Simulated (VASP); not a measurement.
# Ca2FeH6 (Fm-3m) in VASP: notebook

Runs on Ca2FeH6. Level: LDA. Tasks: single point.

Everything below comes from runs of VASP 6.6.1. Logs are shortened: lines on timing, memory, paths and dates and some standing lists are left out, and cuts for length are marked.

### Step 1. The structure

Symmetry: Fm-3m, No. 225, cubic system. Conventional cell: a = 6.992 Å, b = 6.992 Å, c = 6.992 Å, α = 90.00°, β = 90.00°, γ = 90.00°. Ca (site symmetry -43m) is surrounded by 12 H at 2.48 Å. Fe (site symmetry m-3m) is surrounded by 6 H at 1.59 Å. H (site symmetry 4mm) is surrounded by 1 Fe at 1.59 Å.

The cell comes from a database or a generator and needn't be the stable form of this composition.

### Step 2. Single point, LDA, collinear spin, typed start

File INCAR:

```
PREC = Accurate ; ENCUT = 520
EDIFF = 1E-7 ; ISMEAR = 1
SIGMA = 0.1 ; LREAL = False
LASPH = True ; NELM = 150
ALGO = Normal ; ISIF = 2
LWAVE = False ; LCHARG = True
ISPIN = 2 ; MAGMOM = 0 0 3.5 0 0 0 0 0 0
LORBIT = 11 ; LMAXMIX = 4
LELF = True ; LVHAR = True
NBANDS = 31
```

File KPOINTS:

```
regular mesh
0
Gamma
  5 5 5
```

File POSCAR:

```
Ca2FeH6
1.0
    0.0000000000      3.4960780000      3.4960780000
    3.4960780000      0.0000000000      3.4960780000
    3.4960780000      3.4960780000      0.0000000000
Ca Fe H
2 1 6
Direct
    0.2500000000      0.2500000000      0.2500000000
    0.7500000000      0.7500000000      0.7500000000
    0.0000000000      0.0000000000      0.0000000000
    0.7719670000      0.2280330000      0.2280330000
    0.2280330000      0.7719670000      0.7719670000
    0.2280330000      0.7719670000      0.2280330000
    0.7719670000      0.2280330000      0.7719670000
    0.2280330000      0.2280330000      0.7719670000
    0.7719670000      0.7719670000      0.2280330000
```

Potentials or basis: VASP PAW LDA potentials, release 64 (Ca_sv, Fe, H).

The run is started by

```
$ cat potpaw_LDA.64/Ca_sv/POTCAR potpaw_LDA.64/Fe/POTCAR potpaw_LDA.64/H/POTCAR > POTCAR
$ mpirun -np 1 vasp_std > vasp.out
```

OUTCAR:

```text
PREC = Accurate
   ENCUT = 520
   EDIFF = 1E-7
   ISMEAR = 1
   LREAL = False
   LASPH = True
   NELM = 150
   ISIF = 2
   ISPIN = 2
   LORBIT = 11

 ion  position               nearest neighbor table
   1  0.250  0.250  0.250-   3 3.03   3 3.03   3 3.03   3 3.03
   2  0.750  0.750  0.750-   3 3.03   3 3.03   3 3.03   3 3.03
   3  0.000  0.000  0.000-   4 1.59   5 1.59   6 1.59   7 1.59   8 1.59   9 1.59   2 3.03   2 3.03
                             2 3.03   1 3.03   1 3.03   1 3.03   2 3.03   1 3.03
   4  0.772  0.228  0.228-   3 1.59
   5  0.228  0.772  0.772-   3 1.59
   6  0.228  0.772  0.228-   3 1.59
   7  0.772  0.228  0.772-   3 1.59
   8  0.228  0.228  0.772-   3 1.59
   9  0.772  0.772  0.228-   3 1.59

  LATTYP: Found a face centered cubic cell.
 ALAT       =     6.9921560000

  Lattice vectors:

 A1 = (   0.0000000000,   3.4960780000,   3.4960780000)
 A2 = (   3.4960780000,   0.0000000000,   3.4960780000)
 A3 = (   3.4960780000,   3.4960780000,   0.0000000000)

Analysis of symmetry for initial positions (statically):
=====================================================================
 Subroutine PRICEL returns:
 Original cell was already a primitive cell.

 Routine SETGRP: Setting up the symmetry group for a
 face centered cubic supercell.

 Subroutine GETGRP returns: Found 48 space group operations
 (whereof 48 operations were pure point group operations)
 out of a pool of 48 trial point group operations.

The static configuration has the point symmetry O_h .

Analysis of symmetry for dynamics (positions and initial velocities):
=====================================================================
 Subroutine PRICEL returns:
 Original cell was already a primitive cell.

 Routine SETGRP: Setting up the symmetry group for a
 face centered cubic supercell.

 Subroutine GETGRP returns: Found 48 space group operations
 (whereof 48 operations were pure point group operations)
 out of a pool of 48 trial point group operations.

The dynamic configuration has the point symmetry O_h .

Analysis of structural, dynamic, and magnetic symmetry:
=====================================================================
 Subroutine PRICEL returns:
 Original cell was already a primitive cell.

 Routine SETGRP: Setting up the symmetry group for a
 face centered cubic supercell.

 Subroutine GETGRP returns: Found 48 space group operations
 (whereof 48 operations were pure point group operations)
 out of a pool of 48 trial point group operations.

The overall configuration has the point symmetry O_h .

 Subroutine INISYM returns: Found 48 space group operations
 (whereof 48 operations are pure point group operations),
 and found     1 'primitive' translations

----------------------------------------------------------------------------------------

                                     Primitive cell

  volume of cell :      85.4621

  direct lattice vectors                    reciprocal lattice vectors
     0.000000000  3.496078000  3.496078000    -0.143017404  0.143017404  0.143017404
     3.496078000  0.000000000  3.496078000     0.143017404 -0.143017404  0.143017404
     3.496078000  3.496078000  0.000000000     0.143017404  0.143017404 -0.143017404

  length of vectors
     4.944200923  4.944200923  4.944200923     0.247713410  0.247713410  0.247713410

  position of ions in fractional coordinates (direct lattice)
     0.250000000  0.250000000  0.250000000
     0.750000000  0.750000000  0.750000000
     0.000000000  0.000000000  0.000000000
     0.771967000  0.228033000  0.228033000
     0.228033000  0.771967000  0.771967000
     0.228033000  0.771967000  0.228033000
     0.771967000  0.228033000  0.771967000
     0.228033000  0.228033000  0.771967000
     0.771967000  0.771967000  0.228033000

  ion indices of the primitive-cell ions
   primitive index   ion index
                 1           1
                 2           2
                 3           3
                 4           4
                 5           5
                 6           6
                 7           7
                 8           8
                 9           9

----------------------------------------------------------------------------------------

 KPOINTS: regular mesh

Automatic generation of k-mesh.
 Grid dimensions read from file:
 generate k-points for:    5    5    5

 Generating k-lattice:

  Cartesian coordinates                     Fractional coordinates (reciprocal lattice)
    -0.028603481  0.028603481  0.028603481     0.200000000  0.000000000  0.000000000
     0.028603481 -0.028603481  0.028603481     0.000000000  0.200000000  0.000000000
     0.028603481  0.028603481 -0.028603481     0.000000000  0.000000000  0.200000000

  Length of vectors
     0.049542682  0.049542682  0.049542682

  Shift w.r.t. Gamma in fractional coordinates (k-lattice)
     0.000000000  0.000000000  0.000000000

 Subroutine IBZKPT returns following result:
 ===========================================

 Found     10 irreducible k-points:

 Following reciprocal coordinates:
            Coordinates               Weight
  0.000000  0.000000  0.000000      1.000000
  0.200000  0.000000  0.000000      8.000000
  0.400000  0.000000  0.000000      8.000000
  0.200000  0.200000  0.000000      6.000000
  0.400000  0.200000  0.000000     24.000000
 -0.400000  0.200000  0.000000     24.000000
 -0.200000  0.200000  0.000000     12.000000
  0.400000  0.400000  0.000000      6.000000
 -0.400000  0.400000  0.000000     12.000000
 -0.400000  0.400000  0.200000     24.000000
   k-points           NKPTS =     10   k-points in BZ     NKDIM =     10   number of bands    NBANDS=     31
   number of dos      NEDOS =    301   number of ions     NIONS =      9
   total plane-waves  NPLWV =  64000
   dimension x,y,z NGX =    40 NGY =   40 NGZ =   40
   dimension x,y,z NGXF=    80 NGYF=   80 NGZF=   80
   ions per type =               2   1   6
   NGX,Y,Z   is equivalent  to a cutoff of  13.45, 13.45, 13.45 a.u.
   NGXF,Y,Z  is equivalent  to a cutoff of  26.90, 26.90, 26.90 a.u.
 SYSTEM =  unknown system
   PREC   = accura    normal or accurate (medium, high low for compatibility)
   ISTART =      0    job   : 0-new  1-cont  2-samecut
   ICHARG =      2    charge: 1-file 2-atom 10-const
   ISPIN  =      2    spin polarized calculation?
   LNONCOLLINEAR =      F non collinear calculations
   LSORBIT =      F    spin-orbit coupling
   LASPH  =      T    aspherical Exc in radial PAW
   ENCUT  =  520.0 eV  38.22 Ry    6.18 a.u.   9.19  9.19  9.19*2*pi/ulx,y,z
   NELM   =    150;   NELMIN=  2; NELMDL= -5     # of ELM steps
   EDIFF  = 0.1E-06   stopping-criterion for ELM
   LREAL  =      F    real-space projection
   EDIFFG = 0.1E-05   stopping-criterion for IOM
   NSW    =      0    number of steps for IOM
   IBRION =     -1    ionic relax: 0-MD 1-quasi-New 2-CG
   NFREE  =      0    steps in history (QN), initial steepest desc. (CG)
   ISIF   =      2    stress and relaxation
   ISYM   =      2    0-nonsym 1-usesym 2-fastsym
   POTIM  = 0.5000    time-step for ionic-motion
   TEBEG  =    0.0;   TEEND  =   0.0 temperature during run
   PSTRESS=    0.0 pullay stress
   NELECT =      34.0000    total number of electrons
   NUPDOWN=      -1.0000    fix difference up-down
   EMIN   =  10.00;   EMAX   =-10.00  energy-range for DOS
   EFERMI =   0.00;   METHOD = LEGACY
   ISMEAR =     1;   SIGMA  =   0.10  broadening in eV -4-tet -1-fermi 0-gaus
   EFERMI_NEDOS =   21; number of points for ismear=-14 and -15
   IALGO  =     38    algorithm
   IMIX   =      4    mixing-type and parameters
     AMIX     =   0.40;   BMIX     =  1.00
     AMIX_MAG =   1.60;   BMIX_MAG =  1.00
  volume/ion in A,a.u.               =       9.50        64.08
  Fermi-wavevector in a.u.,A,eV,Ry     =   1.204047  2.275318 19.724755  1.449729
  Thomas-Fermi vector in A             =   2.339783
   LORBIT       =     11    0 simple, 1 ext, 2 COOP (PROOUT), +10 PAW based schemes
   GGA     = CA    functional components
   LHFCALC =     F    Hartree Fock is set to
   AEXX    =    0.0000 exact exchange contribution
   IVDW    =     0    specifies the selected vdW correction
   LEPSILON=     F    determine dielectric tensor
   LRPA    =     F    only Hartree local field effects (RPA)
 spin polarized calculation
 Methfessel and Paxton  Order N= 1 SIGMA  =   0.10
  energy-cutoff  :      520.00
  volume of cell :       85.46
 maximum number of plane-waves:      2313
 NGX is ok and might be reduce to    40
   NGX = 19   NGY = 19   NGZ = 19

 number of electron      34.0000004 magnetization       0.1572119

 number of electron      34.0000004 magnetization      -0.0851873

 Free energy of the ion-electron system (eV)
  ---------------------------------------------------
  ext. energy  EPLUGINS =         0.00000000
  ---------------------------------------------------
  free energy    TOTEN  =       -40.42508613 eV

  energy without entropy =      -40.43800117  energy(sigma->0) =      -40.42939115

 E-fermi :   2.0189     XC(G=0): -10.1514

 val. band max:        1.9774721348   @ k =   0.4000   0.4000   0.0000
 cond. band min:       3.3212716572   @ k =   0.4000   0.4000   0.0000
 fundamental gap:      1.3437995223
 Fermi energy:         2.0188752733

 spin component 1

 k-point     1 :       0.0000    0.0000    0.0000
  band No.  band energies     occupation
      1     -37.3040      1.00000
      2     -37.2358      1.00000
      3     -18.7196      1.00000
      4     -18.7196      1.00000
      5     -18.7196      1.00000
      6     -18.5250      1.00000
[... 21 lines left out ...]
     28       9.0657      0.00000
     29       9.2975      0.00000
[... 257 lines left out ...]
 k-point    10 :      -0.4000    0.4000    0.2000
  band No.  band energies     occupation
      1     -37.2745      1.00000
      2     -37.2632      1.00000
      3     -18.7829      1.00000
      4     -18.7739      1.00000
      5     -18.6716      1.00000
      6     -18.5971      1.00000
[... 21 lines left out ...]
     28       8.7112      0.00000
     29       9.2957      0.00000
 Fermi energy:         2.0188752733

 spin component 2

 k-point     1 :       0.0000    0.0000    0.0000
  band No.  band energies     occupation
      1     -37.3030      1.00000
      2     -37.2348      1.00000
      3     -18.7185      1.00000
      4     -18.7185      1.00000
      5     -18.7185      1.00000
      6     -18.5239      1.00000
[... 21 lines left out ...]
     28       9.0676      0.00000
     29       9.2952      0.00000
[... 257 lines left out ...]
 k-point    10 :      -0.4000    0.4000    0.2000
  band No.  band energies     occupation
      1     -37.2734      1.00000
      2     -37.2621      1.00000
      3     -18.7818      1.00000
      4     -18.7727      1.00000
      5     -18.6705      1.00000
      6     -18.5960      1.00000
[... 21 lines left out ...]
     28       8.7123      0.00000
     29       9.2910      0.00000
 [bands above 29 left out]

------------------------ aborting loop because EDIFF is reached ----------------------------------------

  FORCE on cell =-STRESS in cart. coord.  units (eV):
  Direction    XX          YY          ZZ          XY          YZ          ZX
  --------------------------------------------------------------------------------------
  -------------------------------------------------------------------------------------
  Total       -2.2710323     -2.2710323     -2.2710323      0.0000000     -0.0000000      0.0000000
  in kB      -42.5755788    -42.5755788    -42.5755788      0.0000000     -0.0000000      0.0000000
  external PRESSURE =     -42.5755788 kB  Pullay stress =       0.0000000 kB

 VOLUME and BASIS-vectors are now :
 -----------------------------------------------------------------------------
  energy-cutoff  :      520.00
  volume of cell :       85.46
      direct lattice vectors                 reciprocal lattice vectors
     0.000000000  3.496078000  3.496078000    -0.143017404  0.143017404  0.143017404
     3.496078000  0.000000000  3.496078000     0.143017404 -0.143017404  0.143017404
     3.496078000  3.496078000  0.000000000     0.143017404  0.143017404 -0.143017404

 POSITION                                       TOTAL-FORCE (eV/Angst)
 -----------------------------------------------------------------------------------
      1.74804      1.74804      1.74804        -0.000000     -0.000000     -0.000000
      5.24412      5.24412      5.24412        -0.000000     -0.000000     -0.000000
      0.00000      0.00000      0.00000        -0.000000     -0.000000     -0.000000
      1.59444      3.49608      3.49608        -0.102345      0.000000     -0.000000
      5.39771      3.49608      3.49608         0.102345      0.000000     -0.000000
      3.49608      1.59444      3.49608        -0.000000     -0.102345     -0.000000
      3.49608      5.39771      3.49608        -0.000000      0.102345     -0.000000
      3.49608      3.49608      1.59444        -0.000000      0.000000     -0.102345
      3.49608      3.49608      5.39771        -0.000000      0.000000      0.102345
 -----------------------------------------------------------------------------------
    total drift:                               -0.000000     -0.000000      0.000000

  FREE ENERGIE OF THE ION-ELECTRON SYSTEM (eV)
  ---------------------------------------------------
  free  energy   TOTEN  =       -40.4250861320 eV

  energy  without entropy=      -40.4380011710  energy(sigma->0) =      -40.42939115

 total charge

# of ion       s       p       d       tot
------------------------------------------
    1        2.041   5.854   0.267   8.162
    2        2.041   5.854   0.267   8.162
    3        0.493   0.774   6.582   7.849
    4        0.529   0.014   0.000   0.543
    5        0.529   0.014   0.000   0.543
    6        0.529   0.014   0.000   0.543
    7        0.529   0.014   0.000   0.543
    8        0.529   0.014   0.000   0.543
    9        0.529   0.014   0.000   0.543
--------------------------------------------------
tot          7.751  12.563   7.116  27.431

 magnetization (x)

# of ion       s       p       d       tot
------------------------------------------
    1        0.000   0.000   0.001   0.001
    2        0.000   0.000   0.001   0.001
    3       -0.000  -0.001  -0.094  -0.095
    4        0.001  -0.000   0.000   0.001
    5        0.001  -0.000   0.000   0.001
    6        0.001  -0.000   0.000   0.001
    7        0.001  -0.000   0.000   0.001
    8        0.001  -0.000   0.000   0.001
    9        0.001  -0.000   0.000   0.001
--------------------------------------------------
tot          0.004  -0.001  -0.092  -0.089
```

Run time: 2 min. Hardware: 1 thread of Intel Xeon Platinum 8488C (Sapphire Rapids), shared host; peak memory 0.24 GiB.

Results:

```yaml
Free_energy: -40.4251 eV
Pressure: -4.3 GPa
Largest_force: 0.102 eV/Å
Band_gap_on_the_k_mesh: 1.34 eV, direct
Net_moment: -0.09 μB per cell
Site_moments: Ca +0.00; Fe -0.10; H +0.00 μB
Valence_electrons_inside_the_program's_atomic_spheres: Ca 8.16; Fe 7.85; H 0.54
```

Forces in eV/Å, atoms in the order of the input:
```
Ca   0.000  0.000  0.000
Ca   0.000  0.000  0.000
Fe   0.000  0.000  0.000
H   -0.102  0.000  0.000
H    0.102  0.000  0.000
H    0.000 -0.102  0.000
H    0.000  0.102  0.000
H    0.000  0.000 -0.102
H    0.000  0.000  0.102
```

Caveat: an odd mesh through Γ misses points on the zone boundary, where band edges often lie.

### Step 3. Single point, LDA, collinear spin, typed start

File INCAR:

```
SYSTEM = Ca2FeH6
PREC = Accurate
ENCUT = 520
EDIFF = 1E-7
ISMEAR = 1
SIGMA = 0.1
LREAL = .FALSE.
LASPH = .TRUE.
NELM = 150
ALGO = Normal
ISIF = 2
LWAVE = .FALSE.
LCHARG = .FALSE.
ISPIN = 2
MAGMOM = 0 0 3.5 0 0 0 0 0 0
LORBIT = 11
LMAXMIX = 4
NBANDS = 31
```

File KPOINTS:

```
regular mesh
0
G
  5 5 5
  0 0 0
```

POSCAR is that of step 2.

Potentials or basis: VASP PAW LDA potentials, release 64 (Ca_sv, Fe, H).

The run is started by

```
$ cat potpaw_LDA.64/Ca_sv/POTCAR potpaw_LDA.64/Fe/POTCAR potpaw_LDA.64/H/POTCAR > POTCAR
$ mpirun -np 1 vasp_std > vasp.out
```

Wall time 1.7 min (1 thread of Intel Xeon Platinum 8488C (Sapphire Rapids), shared host); peak memory 0.24 GiB.

The run converged. Its results:

* Free energy: -40.4251 eV
* Pressure: -4.3 GPa
* Largest force: 0.102 eV/Å
* Band gap on the k mesh: 1.34 eV, direct
* Net moment: -0.09 μB per cell
* Site moments: Ca +0.00; Fe -0.10; H +0.00 μB
* Valence electrons inside the program's atomic spheres: Ca 8.16; Fe 7.85; H 0.54

Forces on the atoms (eV/Å):
```
Ca   0.000  0.000  0.000
Ca   0.000  0.000  0.000
Fe   0.000  0.000  0.000
H   -0.102  0.000  0.000
H    0.102  0.000  0.000
H    0.000 -0.102  0.000
H    0.000  0.102  0.000
H    0.000  0.000 -0.102
H    0.000  0.000  0.102
```

Levels at points of the mesh, in eV from the valence-band top:
Spin up:
```
           k point  band 13  band 14  band 15  band 16  band 17  band 18  band 19  band 20  band 21  band 22
(0.00, 0.00, 0.00)    -2.95    -2.95    -0.06    -0.06    -0.06     2.70     2.70     4.61     6.14     6.14
```
Spin down:
```csv
k point,band 13,band 14,band 15,band 16,band 17,band 18,band 19,band 20,band 21,band 22
"(0.00, 0.00, 0.00)",-2.95,-2.95,-0.13,-0.13,-0.13,2.68,2.68,4.60,6.15,6.15
```

Caveat: an odd mesh through Γ misses points on the zone boundary, where band edges often lie. Expect the measured gap to be larger: semilocal functionals such as LDA lack the derivative discontinuity.
